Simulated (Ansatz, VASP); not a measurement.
## Cross-check of Ta12Al14O51 (aluminium tantalate glass 54Al2O3-46Ta2O5) between VASP and Ansatz

Aim: how closely do two programs agree when they are given the same cell, functional and k mesh? Of the first pair: The structure shown is the start of the Ansatz relaxation below; VASP solves that cell, so the two are compared at the walk's first step.

Calculated with Ansatz 0.2.0; plane waves, with VASP 6.6.1 beside it; single point at PBEsol.

**1. The starting structure**

The cell holds 77 atoms: 14 Al, 12 Ta and 51 O. Its edges and angles: a = 10.290 Å, b = 9.602 Å, c = 10.014 Å, α = 90.0°, β = 90.0°, γ = 90.0°. As first built, before any earlier steps moved the atoms (in the runner's words): 77 atoms (14 Al, 12 Ta, 51 O) placed at random at 6.01 g/cm^3 and pushed apart to contact distance.

**2. Ansatz: relaxation, PBEsol**

Ansatz runs on its default PAW (the set named soft_2) files.

The two programs are compared at the cell with which this relaxation starts, whose forces are those of its first step.

input.yaml reads:

```yaml
crystal:
  lattice:
    - [10.29008, 0.0, 0.0]
    - [0.0, 9.60176, 0.0]
    - [0.0, 0.0, 10.01418]
  atoms:
    - { symbol: Al, position: [0.57003, 0.6884, 0.35268] }
    - { symbol: Al, position: [0.77702, 0.20359, 0.28327] }
    - { symbol: Al, position: [0.61158, 0.15547, 0.53729] }
    - { symbol: Al, position: [0.32545, 0.86061, 0.2679] }
    - { symbol: Al, position: [0.56111, 0.41165, 0.48266] }
    - { symbol: Al, position: [0.28606, 0.20523, 0.55016] }
    - { symbol: Al, position: [0.36268, 0.442, 0.71101] }
    - { symbol: Al, position: [0.47774, 0.38536, 0.18856] }
    - { symbol: Al, position: [0.08278, 0.73201, 0.59187] }
    - { symbol: Al, position: [0.52675, 0.10345, 0.13116] }
    - { symbol: Al, position: [0.82637, 0.15023, 0.72897] }
    - { symbol: Al, position: [0.46885, 0.89766, 0.8778] }
    - { symbol: Al, position: [0.063, 0.29327, 0.3104] }
    - { symbol: Al, position: [0.25351, 0.11378, 0.15228] }
    - { symbol: Ta, position: [0.58863, 0.2684, 0.88176] }
    - { symbol: Ta, position: [0.64486, 0.59285, 0.70376] }
    - { symbol: Ta, position: [0.88881, 0.8321, 0.8206] }
    - { symbol: Ta, position: [0.94733, 0.21096, 0.02283] }
    - { symbol: Ta, position: [0.16055, 0.01228, 0.80988] }
    - { symbol: Ta, position: [0.76372, 0.89699, 0.53908] }
    - { symbol: Ta, position: [0.40334, 0.8599, 0.58663] }
    - { symbol: Ta, position: [0.79819, 0.88151, 0.16947] }
    - { symbol: Ta, position: [0.28051, 0.6155, 0.00181] }
    - { symbol: Ta, position: [0.05096, 0.0068, 0.40743] }
    - { symbol: Ta, position: [0.07651, 0.3809, 0.71928] }
    - { symbol: Ta, position: [0.07614, 0.64664, 0.24489] }
    - { symbol: O, position: [0.76217, 0.95176, 0.73834] }
    - { symbol: O, position: [0.9194, 0.73123, 0.19385] }
    - { symbol: O, position: [0.53073, 0.78378, 0.73931] }
    - { symbol: O, position: [0.15987, 0.19369, 0.42378] }
    - { symbol: O, position: [0.6836, 0.05903, 0.21063] }
    - { symbol: O, position: [0.08108, 0.97373, 0.58289] }
    - { symbol: O, position: [0.93389, 0.28547, 0.66128] }
    - { symbol: O, position: [0.65367, 0.77261, 0.22411] }
    - { symbol: O, position: [0.04386, 0.33893, 0.90406] }
    - { symbol: O, position: [0.10127, 0.59567, 0.05651] }
    - { symbol: O, position: [0.92458, 0.0333, 0.11183] }
    - { symbol: O, position: [0.42409, 0.3019, 0.81356] }
    - { symbol: O, position: [0.57861, 0.97246, 0.53367] }
    - { symbol: O, position: [0.47407, 0.5338, 0.60988] }
    - { symbol: O, position: [0.64986, 0.20288, 0.70964] }
    - { symbol: O, position: [0.53005, 0.50444, 0.32596] }
    - { symbol: O, position: [0.18341, 0.97608, 0.26969] }
    - { symbol: O, position: [0.23941, 0.38644, 0.60001] }
    - { symbol: O, position: [0.05815, 0.47416, 0.32575] }
    - { symbol: O, position: [0.61853, 0.46791, 0.84697] }
    - { symbol: O, position: [0.04539, 0.56218, 0.66002] }
    - { symbol: O, position: [0.38938, 0.22643, 0.20464] }
    - { symbol: O, position: [0.3828, 0.77317, 0.97133] }
    - { symbol: O, position: [0.53787, 0.05734, 0.94884] }
    - { symbol: O, position: [0.9365, 0.17217, 0.35554] }
    - { symbol: O, position: [0.79035, 0.09622, 0.54418] }
    - { symbol: O, position: [0.2036, 0.05679, 0.98257] }
    - { symbol: O, position: [0.78993, 0.84718, 0.98391] }
    - { symbol: O, position: [0.66443, 0.72257, 0.50199] }
    - { symbol: O, position: [0.70379, 0.46598, 0.57886] }
    - { symbol: O, position: [0.34275, 0.95456, 0.76639] }
    - { symbol: O, position: [0.08141, 0.76969, 0.40675] }
    - { symbol: O, position: [0.65585, 0.26868, 0.39285] }
    - { symbol: O, position: [0.40133, 0.97897, 0.16317] }
    - { symbol: O, position: [0.85605, 0.30809, 0.15482] }
    - { symbol: O, position: [0.86698, 0.91748, 0.37307] }
    - { symbol: O, position: [0.11565, 0.23529, 0.15178] }
    - { symbol: O, position: [0.32978, 0.02095, 0.52055] }
    - { symbol: O, position: [0.26836, 0.53014, 0.83226] }
    - { symbol: O, position: [0.45859, 0.2617, 0.53147] }
    - { symbol: O, position: [0.1858, 0.17954, 0.71229] }
    - { symbol: O, position: [0.42794, 0.78727, 0.39329] }
    - { symbol: O, position: [0.79604, 0.66221, 0.7948] }
    - { symbol: O, position: [0.25567, 0.70716, 0.20605] }
    - { symbol: O, position: [0.25694, 0.74804, 0.60328] }
    - { symbol: O, position: [0.91111, 0.79381, 0.61603] }
    - { symbol: O, position: [0.96764, 0.05355, 0.8341] }
    - { symbol: O, position: [0.58808, 0.28805, 0.08232] }
    - { symbol: O, position: [0.39074, 0.49395, 0.08447] }
    - { symbol: O, position: [0.79225, 0.22165, 0.9044] }
    - { symbol: O, position: [0.07939, 0.81713, 0.81454] }
kpoints:
  mp_grid: { grid: [1, 1, 1] }
hamiltonian:
  xc: pbesol
scf:
  occupations: { method: fixed }
output:
  forces: true
  stress: true
relax:
  f_tol: 0.04
  max_steps: 60
  cell: { stress_tol: 0.1, fix: [alpha, beta, gamma] }
```

Started as:

```console
$ ansatz run input.yaml --threads 4 --pin off --max-ram 15360MiB --backend cpu --events-out ev --progress --plain --runs-dir out
```

Numbers of over 12 decimals in the logs are rounded to 6 here.

The program printed:

```text
The last accepted step is kept in <dir> (removed where the run ends without a failure and the disk answers)
Engine: ansatz 0.2.0, aarch64-unknown-linux-gnu
Pseudopotentials: kind: paw
Pseudopotential: Al, paw, valence charge 3, recommended cutoff 420 eV (normal), Al.paw.azcp
Pseudopotential: Ta, paw, valence charge 13, recommended cutoff 420 eV (normal), Ta.paw.azcp
Pseudopotential: O, paw, valence charge 6, recommended cutoff 420 eV (normal), O.paw.azcp
Functional definition: PBEsol
  exchange = pbesol_x
  correlation = pbesol_c
Crystal: 77 atoms, lattice volume = 989.430 Å³
Basis set: ecut = 420 eV, 19303 PW (Γ), exchange–correlation on 144×144×144 points (8 copies of the dense FFT grid, shifted against one another)
Bands: 329, of which v1, the nominal top of the filled ones, is band 252 counted from 1 (251 counted from 0)
Symmetry: 1 space group operations
Space group: P1 (ITA 1), of the structure as read, at distance tolerance 1.0e-4 Å
k-points: 1
Non-local potential: Al, projectors of the file, l = 0: 2, l = 1: 2, l = 2: 1
Non-local potential: Ta, projectors of the file, l = 0: 3, l = 1: 2, l = 2: 2, l = 3: 1
Non-local potential: O, projectors of the file, l = 0: 2, l = 1: 2, l = 2: 1
PAW form: soft (Blöchl's): semilocal exchange-correlation on the pseudo side does not see the compensation charge
PAW frozen core: Al, regenerated for the run's functional, and the local potential with it (the file was generated under x = pbe(κ = 0.804, μ = 0.219515), c = pbe(β = 0.066725))
PAW frozen core: Ta, regenerated for the run's functional, and the local potential with it (the file was generated under x = pbe(κ = 0.804, μ = 0.219515), c = pbe(β = 0.066725))
PAW frozen core: O, regenerated for the run's functional, and the local potential with it (the file was generated under x = pbe(κ = 0.804, μ = 0.219515), c = pbe(β = 0.066725))
PAW one-centre angular grid: Al, 110 points (default); XC on 64 Gauss nodes
PAW one-centre angular grid: Ta, 590 points (default); XC on 64 Gauss nodes
PAW one-centre angular grid: O, 110 points (default); XC on 64 Gauss nodes
Initial density: superposition of atomic densities (neutral atoms: chi_scale 0, normalization atom), corrected by the library's trained network
Initial wavefunctions: pseudopotential atomic-orbital guess
Functional: x = pbesol(κ = 0.804, μ = 0.123457), c = pbesol(β = 0.046)
SCF iter   1: F=—  HF=-153710.135138 eV  |F-HF|=—  |Δ(HF+E_count)|=         —  Δρ=1.57e-2  dr2=2.26e0  ethr=1.77e-3  ⟨swp⟩=5.0  Hψ=992  notcnv=0  defer=73
preconditioner: auto → Resta (q_TF=auto, 2.438 Å⁻¹)  ε∞=4.7  [insulator: Δε(μ)=3.021 eV  Ē_g=12.475 eV  n_scr=250 (ndim 8)  ℏωp=23.8 eV  f_vac=0.115  ε∞_Penn≈4.7]
SCF iter   2: F=—  HF=-153709.651685 eV  |F-HF|=—  |Δ(HF+E_count)|=   4.83e-1  Δρ=4.64e-3  dr2=1.71e-1  ethr=4.49e-4  ⟨swp⟩=2.0  Hψ=500  notcnv=0  defer=73
SCF iter   3: F=—  HF=-153709.622006 eV  |F-HF|=—  |Δ(HF+E_count)|=   2.97e-2  Δρ=1.58e-3  dr2=2.38e-2  ethr=3.40e-5  ⟨swp⟩=3.0  Hψ=428  notcnv=0  defer=74
automatic band count: iteration 3 solves 328 bands in place of 329: the levels show a gap, and the empty bands left out lie too high to hold charge; the band table lists the bands solved (type scf.n_extra_bands for more)
SCF iter   4: F=—  HF=-153709.621695 eV  |F-HF|=—  |Δ(HF+E_count)|=   3.10e-4  Δρ=8.12e-4  dr2=7.01e-3  ethr=4.72e-6  ⟨swp⟩=3.0  Hψ=419  notcnv=0  defer=74
SCF iter   5: F=—  HF=-153709.620876 eV  |F-HF|=—  |Δ(HF+E_count)|=   8.19e-4  Δρ=2.05e-4  dr2=6.56e-4  ethr=1.39e-6  ⟨swp⟩=3.0  Hψ=425  notcnv=0  defer=74
SCF iter   6: F=—  HF=-153709.620989 eV  |F-HF|=—  |Δ(HF+E_count)|=   1.13e-4  Δρ=1.64e-4  dr2=2.97e-4  ethr=1.30e-7  ⟨swp⟩=2.0  Hψ=430  notcnv=0  defer=74
SCF iter   7: F=—  HF=-153709.620943 eV  |F-HF|=—  |Δ(HF+E_count)|=   4.62e-5  Δρ=4.62e-5  dr2=2.93e-5  ethr=5.89e-8  ⟨swp⟩=2.0  Hψ=428  notcnv=0  defer=73
SCF iter   8: F=—  HF=-153709.622485 eV  |F-HF|=—  |Δ(HF+E_count)|=   1.54e-3  Δρ=3.79e-5  dr2=1.56e-5  ethr=5.82e-9  ⟨swp⟩=2.0  Hψ=530  notcnv=0  defer=73
SCF iter   9: F=—  HF=-153709.622488 eV  |F-HF|=—  |Δ(HF+E_count)|=   3.37e-6  Δρ=1.11e-5  dr2=1.67e-6  ethr=3.10e-9  ⟨swp⟩=2.0  Hψ=428  notcnv=0  defer=73
SCF iter  10: F=—  HF=-153709.622490 eV  |F-HF|=—  |Δ(HF+E_count)|=   1.65e-6  Δρ=5.85e-6  dr2=4.59e-7  ethr=3.31e-10  ⟨swp⟩=2.0  Hψ=422  notcnv=0  defer=73
SCF iter  11: F=—  HF=-153709.622490 eV  |F-HF|=—  |Δ(HF+E_count)|=   4.77e-7  Δρ=4.70e-6  dr2=2.21e-7  ethr=9.10e-11  ⟨swp⟩=2.0  Hψ=458  notcnv=0  defer=73
SCF iter  12: F=-153709.622490 eV  HF=-153709.622490 eV  |F-HF|=1.73e-8  |Δ(HF+E_count)|=   5.22e-8  Δρ=1.14e-6  dr2=1.64e-8  ethr=1.98e-11  ⟨swp⟩=2.0  Hψ=951  notcnv=0
SCF 1 converged in 12 iterations: F = -153709.622490 eV  dr2 = 1.64e-8
[...]
atom  44  O     -0.00221592    -0.00598586     0.00944707
  atom  45  O     -0.00233808    -0.00184686    -0.00068616
  atom  46  O     -0.00084669     0.00127167    -0.00649950
  atom  47  O      0.00331223    -0.00136636    -0.00513671
  atom  48  O      0.00456955     0.00235114    -0.00518841
  atom  49  O     -0.00393406     0.00217038    -0.00001694
  atom  50  O      0.00358143    -0.00632225     0.00156549
  atom  51  O      0.01138394    -0.00170236     0.00437819
  atom  52  O     -0.00747345    -0.00457911     0.00364497
  atom  53  O     -0.00298165     0.00124429     0.00522469
  atom  54  O      0.01273636     0.01057654     0.00320391
  atom  55  O     -0.00671580    -0.00209063    -0.00323338
  atom  56  O     -0.01006339     0.00683839     0.00366044
  atom  57  O     -0.00243995    -0.00327057    -0.00552815
  atom  58  O     -0.00041166     0.00488542    -0.00082846
  atom  59  O     -0.00098871    -0.00653228    -0.00105602
  atom  60  O     -0.00161766     0.00242841     0.00265757
  atom  61  O      0.00137032    -0.01142448     0.00232435
  atom  62  O      0.00293333     0.00122803     0.00618692
  atom  63  O     -0.00379261    -0.00934122     0.00382772
  atom  64  O      0.00266825    -0.00333224    -0.00066638
  atom  65  O      0.00614885     0.00301786     0.00025899
  atom  66  O      0.00438305     0.00394376    -0.00115845
  atom  67  O     -0.00215588    -0.00298492    -0.00225220
  atom  68  O     -0.00102392     0.00008018    -0.00126107
  atom  69  O     -0.00771935    -0.00480955    -0.00665826
  atom  70  O     -0.00277891     0.00418006    -0.00274918
  atom  71  O     -0.00307075    -0.00416721     0.00281413
  atom  72  O     -0.00037435     0.00863988     0.00715574
  atom  73  O     -0.00233943     0.00395786    -0.00631522
  atom  74  O     -0.00477161    -0.00224038     0.00461793
  atom  75  O     -0.00100846    -0.00181164     0.00325668
  atom  76  O      0.00892435    -0.00513554     0.00412886
  atom  77  O     -0.00700508     0.00460145    -0.00474064
  max |Σ_I F_I| component: 3.65e-5 eV/Å
--- Stress (GPa, compression-positive) ---
       -0.025602      -0.626312      -0.758158
       -0.626300      -0.060995      -0.228108
       -0.758163      -0.228104      -0.030719
  P = ⅓ Tr σ = -0.0391 GPa (-0.391 kbar)
--- Relaxed structure (9 steps of the walk, 7 accepted, 2 SCFs on fresh bases) ---
  F+E_penalty+E_count = -153710.04961721 eV   max|allowed force component| = 2.481e-2 eV/Å   (the final SCF, on the basis selected at the relaxed cell)
  cell:  # Å, volume = 957.9571 Å³
    - [10.218303, 0, 0]
    - [0, 9.502893, 0]
    - [0, 0, 9.865326]
  atoms:
    - { symbol: Al, position: [0.569693, 0.688744, 0.352898] }
    - { symbol: Al, position: [0.777442, 0.204139, 0.283261] }
    - { symbol: Al, position: [0.610505, 0.157104, 0.536300] }
    - { symbol: Al, position: [0.324397, 0.858900, 0.267009] }
    - { symbol: Al, position: [0.560950, 0.413930, 0.483873] }
    - { symbol: Al, position: [0.286079, 0.204685, 0.547567] }
    - { symbol: Al, position: [0.362853, 0.439674, 0.709174] }
    - { symbol: Al, position: [0.478296, 0.384379, 0.190413] }
    - { symbol: Al, position: [0.084142, 0.739472, 0.599886] }
    - { symbol: Al, position: [0.527745, 0.102823, 0.133511] }
    - { symbol: Al, position: [0.826496, 0.153634, 0.727847] }
    - { symbol: Al, position: [0.468771, 0.898413, 0.880723] }
    - { symbol: Al, position: [0.059324, 0.292558, 0.308776] }
    - { symbol: Al, position: [0.254199, 0.112939, 0.150899] }
    - { symbol: Ta, position: [0.589696, 0.269323, 0.883686] }
    - { symbol: Ta, position: [0.644895, 0.595540, 0.705519] }
    - { symbol: Ta, position: [0.888123, 0.834467, 0.820535] }
    - { symbol: Ta, position: [0.951872, 0.208329, 0.020557] }
    - { symbol: Ta, position: [0.161385, 0.012254, 0.805138] }
    - { symbol: Ta, position: [0.762353, 0.898643, 0.538250] }
    - { symbol: Ta, position: [0.405269, 0.858869, 0.586808] }
    - { symbol: Ta, position: [0.799622, 0.882019, 0.170252] }
    - { symbol: Ta, position: [0.276848, 0.611426, 0.000962887] }
    - { symbol: Ta, position: [0.053060, 0.00451607, 0.408241] }
    - { symbol: Ta, position: [0.079417, 0.384551, 0.717396] }
    - { symbol: Ta, position: [0.075663, 0.646177, 0.247289] }
    - { symbol: O, position: [0.761441, 0.955416, 0.738205] }
    - { symbol: O, position: [0.917771, 0.728239, 0.195325] }
    - { symbol: O, position: [0.532858, 0.785137, 0.741419] }
    - { symbol: O, position: [0.158638, 0.191215, 0.422037] }
    - { symbol: O, position: [0.684672, 0.057823, 0.212733] }
    - { symbol: O, position: [0.083706, 0.971479, 0.588051] }
    - { symbol: O, position: [0.936627, 0.285870, 0.659752] }
    - { symbol: O, position: [0.653220, 0.773962, 0.224316] }
    - { symbol: O, position: [0.045540, 0.338337, 0.903615] }
    - { symbol: O, position: [0.097750, 0.594040, 0.056991] }
    - { symbol: O, position: [0.928223, 0.030036, 0.113683] }
    - { symbol: O, position: [0.424227, 0.300132, 0.813972] }
    - { symbol: O, position: [0.577085, 0.973537, 0.532562] }
    - { symbol: O, position: [0.473775, 0.536712, 0.610167] }
    - { symbol: O, position: [0.650465, 0.206363, 0.708929] }
    - { symbol: O, position: [0.528781, 0.505862, 0.325735] }
    - { symbol: O, position: [0.182333, 0.974410, 0.266135] }
    - { symbol: O, position: [0.239141, 0.388309, 0.594094] }
    - { symbol: O, position: [0.056760, 0.474019, 0.329947] }
    - { symbol: O, position: [0.616250, 0.470236, 0.850014] }
    - { symbol: O, position: [0.043853, 0.565311, 0.659134] }
    - { symbol: O, position: [0.390759, 0.223650, 0.207443] }
    - { symbol: O, position: [0.378171, 0.769839, 0.967561] }
    - { symbol: O, position: [0.539534, 0.059037, 0.949367] }
[...]
- { symbol: O, position: [0.256191, 0.702926, 0.205395] }
    - { symbol: O, position: [0.259549, 0.746262, 0.606176] }
    - { symbol: O, position: [0.908199, 0.794941, 0.615815] }
    - { symbol: O, position: [0.968025, 0.053989, 0.837428] }
    - { symbol: O, position: [0.591566, 0.287783, 0.086138] }
    - { symbol: O, position: [0.388586, 0.488784, 0.082042] }
    - { symbol: O, position: [0.792819, 0.223451, 0.905254] }
    - { symbol: O, position: [0.079786, 0.815120, 0.807297] }
```

In the SCF lines HF is the Harris–Foulkes energy and dr2 the Hartree energy of the density residual, in eV; the loop may stop once dr2 is under the threshold and the program's other checks hold. Hψ counts applications of the Hamiltonian.

[end of part 1 of 3]

[Lines on the potential files, build, host, timing and source positions are cut from VASP's logs without a mark.]

[Logs are printed without paths, hosts, clocks, repeated set-up lines and the standing remarks that a program may print on its own settings, such as how far it seeks lower states.]

[Hosts, paths, dates, database ids (printed as entryN), source tags and the programs' standing remarks are cut or masked in the printed files.]
